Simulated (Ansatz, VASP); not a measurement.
## SiO2 in two plane-wave programs

Wanted: the spread between two codes on one cell, functional and k mesh. The cell is taken from a series of runs on this material, whose earlier steps may have relaxed, scaled, displaced or heated it; both programs get it as it stands.

Program: Ansatz 0.2.0. Level of theory: plane waves, with VASP 6.6.1 beside it; PBE. Results are calculated unless marked as measured.

### 1. The structure

Symmetry: P4_2/mnm, No. 136, tetragonal system. Conventional cell: a = 4.132 Å, b = 4.132 Å, c = 2.657 Å, α = 90.00°, β = 90.00°, γ = 90.00°. Nearest to O lie 3 Si at 1.75 to 1.78 Å. Si has 6 O at 1.75 to 1.78 Å nearest. Farther neighbours and most contacts between anions are not listed.

### 2. Ansatz: zone-centre phonons, PBE

Ansatz runs on its PAW soft_1 files.

Second derivatives magnify differences that forces hide, and they need a tight electronic threshold.

The input, input.yaml:

```yaml
crystal:
  lattice:
    - [4.1317819718, 0.0, 0.0]
    - [0.0, 4.1317819718, 0.0]
    - [0.0, 0.0, 2.6574604552]
  atoms:
    - { symbol: O, position: [0.6954813285, 0.6954813285, 0.0] }
    - { symbol: O, position: [0.1954813285, 0.8045186715, 0.5] }
    - { symbol: O, position: [0.3045186715, 0.3045186715, 0.0] }
    - { symbol: O, position: [0.8045186715, 0.1954813285, 0.5] }
    - { symbol: Si, position: [0.5, 0.5, 0.5] }
    - { symbol: Si, position: [0.0, 0.0, 0.0] }
kpoints:
  mp_grid: { grid: [8, 8, 8] }
hamiltonian:
  xc: pbe
  pseudopotentials: { kind: paw, azcp: { folder: soft_1 } }
scf:
  occupations: { method: fixed }
output:
  eigenvalues: true
phonons:
  method: dfpt
  dielectric: true
  rigid_motions: translations
```

Run with:

```sh
$ ansatz run input.yaml --threads 4 --pin off --max-ram 16384MiB --backend cpu --events-out ev --progress --plain --runs-dir out
```

Numbers of over 12 decimals in the logs are rounded to 6 here.

The program printed:

```text
Engine: ansatz 0.2.0, x86_64-unknown-linux-gnu
Pseudopotentials: kind: paw
Pseudopotential: O, paw, valence charge 6, recommended cutoff 420 eV (normal), soft_1/O.paw.azcp
Pseudopotential: Si, paw, valence charge 4, recommended cutoff 420 eV (normal), soft_1/Si.paw.azcp
Functional definition: PBE
  parameter kappa = 0.804
  parameter beta = 0.066725
  exchange = pbe_x(kappa = kappa, mu = beta*pi^2/3)
  correlation = pbe_c(beta = beta)
Crystal: 6 atoms, lattice volume = 45.367 Å³
Basis set: ecut = 420 eV, 889 PW (Γ), exchange–correlation on 60×60×36 points (8 copies of the dense FFT grid, shifted against one another)
Bands: 22, of which v1, the nominal top of the filled ones, is band 16 counted from 1 (15 counted from 0)
Symmetry: 16 space group operations
k-points: 260 of 512 (irreducible under 1 space group operation, time reversal used)
Non-local potential: O, projectors of the file, l = 0: 2, l = 1: 2, l = 2: 1
Non-local potential: Si, projectors of the file, l = 0: 2, l = 1: 2, l = 2: 1
PAW form: soft (Blöchl's): semilocal exchange-correlation on the pseudo side does not see the compensation charge
PAW one-centre angular grid: O, 110 points (default); XC on 64 Gauss nodes
PAW one-centre angular grid: Si, 110 points (default); XC on 64 Gauss nodes
Initial density: superposition of atomic densities (chi_scale 0.1, normalization cell, long waves kept (reshape's long-wave potential 0.00 eV rms))
Initial wavefunctions: pseudopotential atomic-orbital guess
Functional: x = pbe(κ = 0.804, μ = 0.219515), c = pbe(β = 0.066725)
SCF iter   1: F=—  HF=-3549.193425 eV  |F-HF|=—  |Δ(HF+E_count)|=         —  Δρ=1.54e-1  dr2=8.52e0  ethr=3.10e-3  ⟨swp⟩=4.3  Hψ=25831  notcnv=0  defer=1011
preconditioner: auto → none  [insulator: Δε(μ)=7.116 eV  Ē_g=20.044 eV  n_scr=10 (ndim 8)  ℏωp=31.2 eV  f_vac=0.000  ε∞_Penn≈3.4]
SCF iter   2: F=—  HF=-3546.979761 eV  |F-HF|=—  |Δ(HF+E_count)|=    2.21e0  Δρ=6.52e-2  dr2=6.86e-1  ethr=3.10e-3  ⟨swp⟩=3.5  Hψ=14834  notcnv=0  defer=1006
SCF iter   3: F=—  HF=-3546.851093 eV  |F-HF|=—  |Δ(HF+E_count)|=   1.29e-1  Δρ=2.39e-2  dr2=9.22e-2  ethr=2.14e-3  ⟨swp⟩=2.7  Hψ=10932  notcnv=0  defer=1032
SCF iter   4: F=—  HF=-3546.882172 eV  |F-HF|=—  |Δ(HF+E_count)|=   3.11e-2  Δρ=1.88e-3  dr2=6.22e-4  ethr=2.88e-4  ⟨swp⟩=2.0  Hψ=6161  notcnv=0  defer=1040
SCF iter   5: F=—  HF=-3546.882729 eV  |F-HF|=—  |Δ(HF+E_count)|=   5.57e-4  Δρ=2.44e-4  dr2=7.42e-6  ethr=1.94e-6  ⟨swp⟩=2.0  Hψ=9734  notcnv=0  defer=1040
SCF iter   6: F=—  HF=-3546.882746 eV  |F-HF|=—  |Δ(HF+E_count)|=   1.66e-5  Δρ=2.31e-5  dr2=2.48e-7  ethr=2.32e-8  ⟨swp⟩=2.0  Hψ=9421  notcnv=0  defer=495
SCF iter   7: F=—  HF=-3546.882746 eV  |F-HF|=—  |Δ(HF+E_count)|=   6.97e-8  Δρ=3.21e-6  dr2=2.52e-9  ethr=7.74e-10  ⟨swp⟩=2.0  Hψ=8668  notcnv=0  defer=455
SCF iter   8: F=-3546.882746 eV  HF=-3546.882746 eV  |F-HF|=6.55e-11  |Δ(HF+E_count)|=   2.43e-9  Δρ=5.73e-7  dr2=7.81e-11  ethr=1.00e-12  ⟨swp⟩=14.0  Hψ=41734  notcnv=0
SCF 1 converged in 8 iterations: F = -3546.882746 eV  dr2 = 7.81e-11
  greatest PAW one-centre occupation: 0.860 electrons in one spin orbital (limit 2), on the O atom at site 3 (counted from 0), in its partial waves of l = 0
DFPT response loops at Γ: preconditioner auto → none (the input reference at scf.mixing.eps_inf says where Resta's filter doesn't serve); β = 0.50; Broyden in place of MSR1
── the response to a field inside a basis, on 8×8×8 k-points: an SCF that follows is theirs, and a resumed run solves both again ──
Bands: 17, of which v1, the nominal top of the filled ones, is band 16 counted from 1 (15 counted from 0)
k-points: 40 of 512
Initial density: handed on by an earlier stage of this run
Initial wavefunctions: pseudopotential atomic-orbital guess (no wavefunctions were taken with the density)
Eigensolver: Dense (40 Hₖ)
SCF iter   1: F=—  HF=-3546.879110 eV  |F-HF|=—  |Δ(HF+E_count)|=         —  Δρ=3.98e-4  dr2=1.24e-5  ethr=1.00e-1
preconditioner: auto → none  [insulator: Δε(μ)=6.440 eV  Ē_g=16.784 eV  n_scr=10 (ndim 8)  ℏωp=31.2 eV  f_vac=0.000  ε∞_Penn≈4.5]
SCF iter   2: F=—  HF=-3546.879114 eV  |F-HF|=—  |Δ(HF+E_count)|=   3.65e-6  Δρ=1.66e-4  dr2=2.92e-6  ethr=3.89e-8
SCF iter   3: F=—  HF=-3546.879116 eV  |F-HF|=—  |Δ(HF+E_count)|=   1.98e-6  Δρ=6.62e-5  dr2=5.15e-7  ethr=9.13e-9
SCF iter   4: F=-3546.879116 eV  HF=-3546.879116 eV  |F-HF|=2.48e-9  |Δ(HF+E_count)|=   6.63e-8  Δρ=4.63e-6  dr2=3.39e-9  ethr=1.61e-9
SCF 1 converged in 4 iterations: F = -3546.879116 eV  dr2 = 3.39e-9
  greatest PAW one-centre occupation: 0.861 electrons in one spin orbital (limit 2), on the O atom at site 2 (counted from 0), in its partial waves of l = 0
DFPT response loops at Γ: mixed as the last ones told, above
SCF converged after 8 iterations
Free energy (F): -3546.882746 eV
Harris-Foulkes:  -3546.882746 eV  (|F-HF|=6.55e-11)
Internal energy: -3546.882746 eV  (E = F + TS)
E sigma→0 (E₀):  -3546.882746 eV
Fermi energy:    11.003051 eV
--- Per-component energies (eV) ---
  E_band       = 75.621203
  E_kinetic    = 792.653455
  E_local      = -1183.172472  (includes V_loc(G=0)·N_el)
  E_nonlocal   = 251.088344
  E_hartree    = 435.127218
  E_xc         = -406.701175
  E_vxc        = -471.754247  (∫ρ·V_xc dr)
  E_paw        = -1679.340884  (= ΣΔE_a)
  E_vpaw       = -183.451451  (= ΣTr[D̂ρ^β])
  E_aug_tail   = 0.003205  (compensation charges beyond the density's cutoff)
  E_ewald      = -1756.540437
  E_smearing   = -0.000000  (= −TS)
  E_closure    = 0.000000  (closes the sum)
  Σ components = -3546.882746   (vs F -3546.882746, Δ=0.00e0)
--- Band table (eV; the first three rows and the last of 260) ---
  k-point 0: bands = [... 12 lower, 8.4991, 10.0920, 10.0920, 11.0031, 17.0153, 17.7592, 19.6083, 19.6083, ... 2 higher]
  k-point 1: bands = [... 12 lower, 7.7915, 9.9324, 9.9324, 10.7955, 17.7284, 18.8764, 20.5152, 20.5152, ... 2 higher]
  k-point 2: bands = [... 12 lower, 6.5833, 9.4342, 9.4342, 10.1453, 18.8428, 21.0687, 21.3595, 22.4583, ... 2 higher]
  k-point 259: bands = [... 12 lower, 9.2490, 9.2490, 9.3733, 9.3733, 18.4492, 18.4492, 22.3332, 22.3332, ... 2 higher]
--- Phonons (Γ-DFPT): 4 representative perturbations + reference, on 260 of 512 k-points (Σ response iterations 12) ---
  k mesh reduced under 1 symmetry operation, with k and −k counted as one. Each operation leaves every solved perturbation unchanged. A smaller set is not considered because the run solves the response to a homogeneous field
  ASR residual: 2.597e-4 → 0.000e0 eV/Å²; symmetrization residual: 2.486e-6 eV/Å²
  ASR residual per site (eV/Å²): 2.29e-4 2.29e-4 2.29e-4 2.29e-4 2.60e-4 2.60e-4
  Γ frequencies (cm⁻¹): 0.00 0.00 0.00 200.06 386.99 470.75 470.75 599.08 599.08 607.03 626.99 626.99 672.02 778.52 781.27 842.45 842.45 982.47
  ε∞ (high-frequency dielectric tensor):
        3.343031     0.000000     0.000000
        0.000000     3.343031     0.000000
        0.000000     0.000000     3.529046
  ε⁰ (static dielectric tensor: ions relaxed, cell fixed):
       10.495790    -0.000000     0.000000
       -0.000000    10.495790     0.000000
        0.000000     0.000000     8.846498
  ε⁰ − ε∞ (ionic part):
        7.152759    -0.000000     0.000000
       -0.000000     7.152759     0.000000
        0.000000     0.000000     5.317453
  softest optical mode at Γ: 200.06 cm⁻¹; the repairs (sum rule, projections) moved no ω² at Γ by more than (2.16 cm⁻¹)²
  Born effective charges Z* (e; rows j = field, columns β = displacement):
    site 0:
        -1.90646   -0.57850   -0.00000
        -0.57850   -1.90646   -0.00000
        -0.00000    0.00000   -2.03455
    site 1:
        -1.90646    0.57850   -0.00000
         0.57850   -1.90646   -0.00000
        -0.00000   -0.00000   -2.03455
    site 2:
        -1.90646   -0.57850   -0.00000
        -0.57850   -1.90646   -0.00000
        -0.00000    0.00000   -2.03455
    site 3:
        -1.90646    0.57850   -0.00000
         0.57850   -1.90646   -0.00000
        -0.00000   -0.00000   -2.03455
    site 4:
         3.81291   -0.35315    0.00000
        -0.35315    3.81291    0.00000
         0.00000    0.00000    4.06911
    site 5:
[...]
Z* charge neutrality: 1.760e-3 e pre-enforcement
  solved inside a basis spanned on kpoints, on 8×8×8 k-points, its susceptibility summed on 8×8×12: ε∞ is read to err by 8.2e-3, Z* by 1.4e-2 e (field_mesh: kpoints solves on kpoints); Z* is corrected for what the basis lacks
  optical modes at Γ without the LO–TO term, one row a degenerate level:
      ω (cm⁻¹)  modes    IR ((D/Å)²/amu)
[...]
optical modes at Γ + LO–TO along q̂ = [1.0000, 0.0000, 0.0000]:
      ω (cm⁻¹)  modes    IR ((D/Å)²/amu)
[...]
optical modes at Γ + LO–TO along q̂ = [0.0000, 1.0000, 0.0000]:
      ω (cm⁻¹)  modes    IR ((D/Å)²/amu)
[...]
optical modes at Γ + LO–TO along q̂ = [0.0000, 0.0000, 1.0000]:
      ω (cm⁻¹)  modes    IR ((D/Å)²/amu)
[...]
599.08      2             0.0000
        607.03      1             0.0000
        626.99      2            13.5498
        778.52      1             0.0000
        781.27      1             0.0000
        842.45      2            29.9897
        982.47      1             0.0000
       1063.99      1            51.0792
```

(Continued in part 2 of 3.)

[Lines on the potential files, build, host, timing and source positions are cut from VASP's logs without a mark.]

[Logs are printed without paths, hosts, clocks, repeated set-up lines and the standing remarks that a program may print on its own settings, such as how far it seeks lower states.]

[Hosts, paths, dates, database ids (printed as entryN), source tags and the programs' standing remarks are cut or masked in the printed files.]
